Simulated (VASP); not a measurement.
# BaHCl (P4/nmm) in VASP: evGW0 quasiparticle levels with LDA

Aim: the evGW0 quasiparticle levels of BaHCl with LDA.

Program: VASP 6.6.1. These are calculated values, not measurements. Logs are shortened: lines on timing, memory, paths and dates and some standing lists are left out, and cuts for length are marked.

### 1 Starting point

The structure is tetragonal, space group P4/nmm (No. 129). The conventional cell has a = 4.408 Å, b = 4.408 Å, c = 7.202 Å, α = 90.00°, β = 90.00°, γ = 90.00°. Around Ba (site symmetry 4mm) lie 4 H at 2.69 Å. Cl (site symmetry 4mm) is surrounded by 5 Ba at 3.13 to 3.27 Å and 4 H at 3.35 Å. H (site symmetry -4m2) is surrounded by 4 Ba at 2.69 Å.

### 2 EvGW0 quasiparticle levels, LDA

POSCAR

```
BaHCl
1.0
    4.4080000000      0.0000000000      0.0000000000
    0.0000000000      4.4080000000      0.0000000000
    0.0000000000      0.0000000000      7.2020000000
Ba Cl H
2 2 2
Direct
    0.5000000000      0.0000000000      0.7850000000
    0.0000000000      0.5000000000      0.2150000000
    0.5000000000      0.0000000000      0.3500000000
    0.0000000000      0.5000000000      0.6500000000
    0.5000000000      0.5000000000      0.0000000000
    0.0000000000      0.0000000000      0.0000000000
```

INCAR.step1

```
PREC = Accurate
ENCUT = 500
EDIFF = 1E-8
ISMEAR = 0
SIGMA = 0.01
LREAL = False
LASPH = True
NELM = 100
ALGO = Fast
LWAVE = True
LCHARG = False
GGA = CA
KPAR = 4
```

INCAR.step2

```
PREC = Accurate
ENCUT = 500
EDIFF = 1E-8
ISMEAR = 0
SIGMA = 0.01
LREAL = False
LASPH = True
NELM = 1
ALGO = Exact
LWAVE = True
LCHARG = False
GGA = CA
NBANDS = 435
LOPTICS = True
ISTART = 1
KPAR = 4
```

INCAR.step3

```
PREC = Accurate
ENCUT = 500
EDIFF = 1E-8
ISMEAR = 0
SIGMA = 0.01
LREAL = False
LASPH = True
ALGO = EVGW0
LWAVE = False
LCHARG = False
GGA = CA
NELMGW = 4
NBANDS = 435
ENCUTGW = 120
NOMEGA = 50
PRECFOCK = Fast
ISTART = 1
NBANDSGW = 26
KPAR = 4
```

KPOINTS

```
regular mesh
0
Gamma
  4 4 2
```

Potentials or basis: VASP PAW LDA potentials, release 64 (Ba_sv_GW, Cl_GW, H_GW).

Command:

```
cat potpaw_LDA.64/Ba_sv_GW/POTCAR potpaw_LDA.64/Cl_GW/POTCAR potpaw_LDA.64/H_GW/POTCAR > POTCAR
cp INCAR.step1 INCAR
mpirun -np 4 vasp_std > vasp.out
cp INCAR.step2 INCAR
mpirun -np 4 vasp_std > vasp.out
cp INCAR.step3 INCAR
mpirun -np 4 vasp_std > vasp.out
```

OUTCAR:

```text
PREC = Accurate
   ENCUT = 500
   EDIFF = 1E-8
   ISMEAR = 0
   LREAL = False
   LASPH = True
   GGA = CA
   NELMGW = 4
   ENCUTGW = 120
   PRECFOCK = Fast
   ISTART = 1

 ion  position               nearest neighbor table
   1  0.500  0.000  0.785-
   2  0.000  0.500  0.215-
   3  0.500  0.000  0.350-
   4  0.000  0.500  0.650-
   5  0.500  0.500  0.000-
   6  0.000  0.000  0.000-

  LATTYP: Found a simple tetragonal cell.
 ALAT       =     4.4080000000
 C/A-ratio  =     1.6338475499

  Lattice vectors:

 A1 = (   4.4080000000,   0.0000000000,   0.0000000000)
 A2 = (   0.0000000000,   4.4080000000,   0.0000000000)
 A3 = (   0.0000000000,   0.0000000000,   7.2020000000)

Analysis of symmetry for initial positions (statically):
=====================================================================
 Subroutine PRICEL returns:
 Original cell was already a primitive cell.

 Routine SETGRP: Setting up the symmetry group for a
 simple tetragonal supercell.

 Subroutine GETGRP returns: Found 16 space group operations
 (whereof  8 operations were pure point group operations)
 out of a pool of 16 trial point group operations.

The static configuration has the point symmetry D_2d.
 The point group associated with its full space group is D_4h.

Analysis of symmetry for dynamics (positions and initial velocities):
=====================================================================
 Subroutine PRICEL returns:
 Original cell was already a primitive cell.

 Routine SETGRP: Setting up the symmetry group for a
 simple tetragonal supercell.

 Subroutine GETGRP returns: Found 16 space group operations
 (whereof  8 operations were pure point group operations)
 out of a pool of 16 trial point group operations.

The dynamic configuration has the point symmetry D_2d.
 The point group associated with its full space group is D_4h.

 Subroutine INISYM returns: Found 16 space group operations
 (whereof  8 operations are pure point group operations),
 and found     1 'primitive' translations

----------------------------------------------------------------------------------------

                                     Primitive cell

  volume of cell :     139.9382

  direct lattice vectors                    reciprocal lattice vectors
     4.408000000  0.000000000  0.000000000     0.226860254  0.000000000  0.000000000
     0.000000000  4.408000000  0.000000000     0.000000000  0.226860254  0.000000000
     0.000000000  0.000000000  7.202000000     0.000000000  0.000000000  0.138850319

  length of vectors
     4.408000000  4.408000000  7.202000000     0.226860254  0.226860254  0.138850319

  position of ions in fractional coordinates (direct lattice)
     0.500000000  0.000000000  0.785000000
     0.000000000  0.500000000  0.215000000
     0.500000000  0.000000000  0.350000000
     0.000000000  0.500000000  0.650000000
     0.500000000  0.500000000  0.000000000
     0.000000000  0.000000000  0.000000000

  ion indices of the primitive-cell ions
   primitive index   ion index
                 1           1
                 2           2
                 3           3
                 4           4
                 5           5
                 6           6

----------------------------------------------------------------------------------------

 KPOINTS: regular mesh

Automatic generation of k-mesh.
 Grid dimensions read from file:
 generate k-points for:    4    4    2

 Generating k-lattice:

  Cartesian coordinates                     Fractional coordinates (reciprocal lattice)
     0.056715064  0.000000000  0.000000000     0.250000000  0.000000000  0.000000000
     0.000000000  0.056715064  0.000000000     0.000000000  0.250000000  0.000000000
     0.000000000  0.000000000  0.069425160     0.000000000  0.000000000  0.500000000

  Length of vectors
     0.056715064  0.056715064  0.069425160

  Shift w.r.t. Gamma in fractional coordinates (k-lattice)
     0.000000000  0.000000000  0.000000000

 Subroutine IBZKPT returns following result:
 ===========================================

 Found     12 irreducible k-points:

 Following reciprocal coordinates:
            Coordinates               Weight
  0.000000  0.000000  0.000000      1.000000
  0.250000  0.000000  0.000000      4.000000
  0.500000  0.000000  0.000000      2.000000
  0.250000  0.250000  0.000000      4.000000
  0.500000  0.250000  0.000000      4.000000
  0.500000  0.500000  0.000000      1.000000
  0.000000  0.000000  0.500000      1.000000
  0.250000  0.000000  0.500000      4.000000
  0.500000  0.000000  0.500000      2.000000
  0.250000  0.250000  0.500000      4.000000
  0.500000  0.250000  0.500000      4.000000
  0.500000  0.500000  0.500000      1.000000
   k-points           NKPTS =     12   k-points in BZ     NKDIM =     32   number of bands    NBANDS=    435
   number of dos      NEDOS =    301   number of ions     NIONS =      6
   total plane-waves  NPLWV =  55296
   dimension x,y,z NGX =    32 NGY =   32 NGZ =   54
   dimension x,y,z NGXF=    64 NGYF=   64 NGZF=  108
   ions per type =               2   2   2
   NGX,Y,Z   is equivalent  to a cutoff of  12.07, 12.07, 12.46 a.u.
   NGXF,Y,Z  is equivalent  to a cutoff of  24.14, 24.14, 24.93 a.u.
 SYSTEM =  unknown system
   PREC   = accura    normal or accurate (medium, high low for compatibility)
   ISTART =      1    job   : 0-new  1-cont  2-samecut
   ICHARG =      0    charge: 1-file 2-atom 10-const
   ISPIN  =      1    spin polarized calculation?
   LNONCOLLINEAR =      F non collinear calculations
   LSORBIT =      F    spin-orbit coupling
   LASPH  =      T    aspherical Exc in radial PAW
   ENCUT  =  500.0 eV  36.75 Ry    6.06 a.u.   8.04  8.04 13.13*2*pi/ulx,y,z
   NELM   =     60;   NELMIN=  2; NELMDL=  0     # of ELM steps
   EDIFF  = 0.1E-07   stopping-criterion for ELM
   LREAL  =      F    real-space projection
   EDIFFG = 0.1E-06   stopping-criterion for IOM
   NSW    =      0    number of steps for IOM
   IBRION =     -1    ionic relax: 0-MD 1-quasi-New 2-CG
   NFREE  =      0    steps in history (QN), initial steepest desc. (CG)
   ISIF   =      0    stress and relaxation
   ISYM   =      3    0-nonsym 1-usesym 2-fastsym
   POTIM  = 0.5000    time-step for ionic-motion
   TEBEG  =    0.0;   TEEND  =   0.0 temperature during run
   PSTRESS=    0.0 pullay stress
   NELECT =      36.0000    total number of electrons
   NUPDOWN=      -1.0000    fix difference up-down
   EMIN   =  10.00;   EMAX   =-10.00  energy-range for DOS
   EFERMI =   0.00;   METHOD = LEGACY
   ISMEAR =     0;   SIGMA  =   0.01  broadening in eV -4-tet -1-fermi 0-gaus
   EFERMI_NEDOS =   21; number of points for ismear=-14 and -15
   IALGO  =     38    algorithm
   IMIX   =      4    mixing-type and parameters
     AMIX     =   0.40;   BMIX     =  1.00
     AMIX_MAG =   1.60;   BMIX_MAG =  1.00
  volume/ion in A,a.u.               =      23.32       157.39
  Fermi-wavevector in a.u.,A,eV,Ry     =   1.041191  1.967565 14.749775  1.084078
  Thomas-Fermi vector in A             =   2.175800
   LORBIT       =      0    0 simple, 1 ext, 2 COOP (PROOUT), +10 PAW based schemes
   GGA     = CA    functional components
   LHFCALC =     T    Hartree Fock is set to
   PRECFOCK=fast      Normal, Fast or Accurate (Low or Medium for compatibility)
   ENCUT4O =  -1.0   cutoff for four orbital integrals eV
   NKREDX  =     1    reduce k-point grid by
   NKREDY  =     1    reduce k-point grid by
   NKREDZ  =     1    reduce k-point grid by
   AEXX    =    1.0000 exact exchange contribution
   HFSCREEN=    0.0000 screening length (either q_TF or 0.3 A-1)
   HFSCREENC=   0.0000 screening length for correlation (either q_TF or 0.3 A-1)
   ENCUTFOCK=  -1.0 apply spherical cutoff to Coloumb kernel
   IVDW    =     0    specifies the selected vdW correction
   LEPSILON=     F    determine dielectric tensor
   LRPA    =     F    only Hartree local field effects (RPA)
   LRPAFORCE           =     F    calculate RPA forces
   ENCUTGW             = 120.0    cutoff for response function in eV
   ENCUTGWSOFT         =  96.0    soft cutoff for Coulomb kernel in GW response function in eV
   ENCUTLF             =  -1.0    cutoff for local field effects
   NELMGW              =     4    number of iterations in solving QP/BSE equation
   NELMHF              =     1    number of iterations in the inner HF iteration
   NKREDLFX            =     1    NKREDLFY  =   1   NKREDLFZ  =   1
 non-spin polarized calculation
 Gauss-broadening in eV      SIGMA  =   0.01
  energy-cutoff  :      500.00
  volume of cell :      139.94
 maximum number of plane-waves:      3608
  NGX = 18; NGY = 18; NGZ = 30
   NGX = 17   NGY = 17   NGZ = 27
 maximum number of plane-waves:       432
 NGX is ok and might be reduce to    18

 QP shifts <psi_nk| G(iteration)W_0 |psi_nk>: iteration 1
 for sc-GW calculations column KS-energies equals QP-energies in previous step
 and V_xc(KS)=  KS-energies - (<T + V_ion + V_H > + <T+V_H+V_ion>^1  + <V_x>^1)

 k-point   1 :       0.0000    0.0000    0.0000
  band No.  KS-energies  QP-energies   sigma(KS)   V_xc(KS)     V^pw_x(r,r')   Z            occupation Imag(sigma)

      1     -23.7068     -24.2982     -16.3505     -15.3867     -24.5537       0.6135       2.0000       1.1720
      2     -23.6594     -24.2498     -16.3912     -15.4353     -24.5683       0.6177       2.0000       1.1547
      3     -12.1982     -13.1665     -16.3472     -14.8932     -23.9890       0.6660       2.0000       1.1504
      4     -11.8333     -12.8046     -16.7117     -15.2853     -24.3973       0.6809       2.0000       1.1453
      5      -9.0433     -10.4318     -15.8164     -13.9644     -19.2553       0.7498       2.0000       0.3328
      6      -8.9083     -10.3115     -15.9614     -14.1211     -19.0808       0.7625       2.0000       0.2184
[... 348 lines left out ...]
     25       9.5912      10.9916      -9.1361     -10.9458      -4.6266       0.7738       0.0000      -0.1763
     26       9.5912      10.9916      -9.1361     -10.9458      -4.6266       0.7738       0.0000      -0.1763

 QP shifts <psi_nk| G(iteration)W_0 |psi_nk>: iteration 2

 k-point   1 :       0.0000    0.0000    0.0000
  band No. old QP-enery  QP-energies   sigma(KS)   T+V_ion+V_H  V^pw_x(r,r')   Z            occupation Imag(sigma)

      1     -24.2982     -24.6683     -16.5967      -8.3201     -24.5537       0.5984       2.0000       0.9836
      2     -24.2498     -24.6200     -16.6395      -8.2241     -24.5683       0.6031       2.0000       0.9713
      3     -13.1665     -13.5154     -16.3825       2.6949     -23.9890       0.6696       2.0000       1.1200
      4     -12.8046     -13.1347     -16.7403       3.4520     -24.3973       0.6824       2.0000       1.1128
      5     -10.4318     -10.7353     -15.7578       4.9212     -19.2553       0.7497       2.0000       0.3394
      6     -10.3115     -10.6033     -15.9049       5.2128     -19.0808       0.7665       2.0000       0.2243
[... 348 lines left out ...]
     25      10.9916      11.1387      -9.3529      20.5370      -4.6266       0.7641       0.0000      -0.2054
     26      10.9916      11.1387      -9.3529      20.5370      -4.6266       0.7641       0.0000      -0.2054

 QP shifts <psi_nk| G(iteration)W_0 |psi_nk>: iteration 3

 k-point   1 :       0.0000    0.0000    0.0000
  band No. old QP-enery  QP-energies   sigma(KS)   T+V_ion+V_H  V^pw_x(r,r')   Z            occupation Imag(sigma)

      1     -24.6683     -24.7890     -16.5506      -8.3201     -24.5537       0.5964       2.0000       1.0027
      2     -24.6200     -24.7389     -16.5937      -8.2241     -24.5683       0.6012       2.0000       0.9890
      3     -13.5154     -13.6132     -16.3567       2.6949     -23.9890       0.6681       2.0000       1.1308
      4     -13.1347     -13.2272     -16.7223       3.4520     -24.3973       0.6819       2.0000       1.1220
      5     -10.7353     -10.8000     -15.7431       4.9212     -19.2553       0.7469       2.0000       0.3433
      6     -10.6033     -10.6633     -15.8952       5.2128     -19.0808       0.7579       2.0000       0.2257
[... 348 lines left out ...]
     25      11.1387      11.1555      -9.3764      20.5370      -4.6266       0.7658       0.0000      -0.2090
     26      11.1387      11.1555      -9.3764      20.5370      -4.6266       0.7658       0.0000      -0.2090

 QP shifts <psi_nk| G(iteration)W_0 |psi_nk>: iteration 4

 k-point   1 :       0.0000    0.0000    0.0000
  band No. old QP-enery  QP-energies   sigma(KS)   T+V_ion+V_H  V^pw_x(r,r')   Z            occupation Imag(sigma)

      1     -24.7890     -24.8217     -16.5237      -8.3201     -24.5537       0.5961       2.0000       1.0164
      2     -24.7389     -24.7708     -16.5679      -8.2241     -24.5683       0.6008       2.0000       1.0014
      3     -13.6132     -13.6385     -16.3460       2.6949     -23.9890       0.6675       2.0000       1.1357
      4     -13.2272     -13.2511     -16.7142       3.4520     -24.3973       0.6816       2.0000       1.1267
      5     -10.8000     -10.8143     -15.7404       4.9212     -19.2553       0.7462       2.0000       0.3443
      6     -10.6633     -10.6766     -15.8936       5.2128     -19.0808       0.7583       2.0000       0.2259
[... 348 lines left out ...]
     25      11.1555      11.1571      -9.3795      20.5370      -4.6266       0.7657       0.0000      -0.2094
     26      11.1555      11.1571      -9.3795      20.5370      -4.6266       0.7657       0.0000      -0.2094
```

Run time: 42 min. Hardware: 4 MPI ranks of Intel Xeon Platinum 8375C at 2.90GHz (Ice Lake), shared host; peak memory 3.7 GiB.

What came out:

- Band gap on the k mesh, mean-field level: 2.97 eV, direct
- Quasiparticle gap: 5.44 eV
- Least direct quasiparticle gap: 5.44 eV

Levels at points of the mesh, in eV from the valence-band top:
```
           k point  band 16  band 17  band 18  band 19  band 20  band 21
(0.00, 0.00, 0.00)    -1.90    -0.92    -0.32     3.60     4.18     4.62
(0.50, 0.00, 0.00)    -2.21    -0.31    -0.31     4.60     4.60     4.95
(0.50, 0.50, 0.00)    -1.99    -0.30    -0.30     4.03     4.03     6.59
(0.00, 0.00, 0.50)    -1.88    -0.28     0.00     2.97     3.92     5.06
(0.50, 0.00, 0.50)    -2.29    -0.10    -0.10     4.69     4.69     5.58
(0.50, 0.50, 0.50)    -1.97    -0.28    -0.28     5.03     5.03     5.72
```

Quasiparticle gap after each update of the energies (eV): 5.06, 5.38, 5.43, 5.44

Caveat: the k mesh is coarse (spacing up to 0.44 Å⁻¹), so the values aren't converged; bands, screening cutoff and mesh are small and nothing is extrapolated, so the quasiparticle values aren't converged; spin-orbit coupling is left out, which moves the levels of the heavy elements.
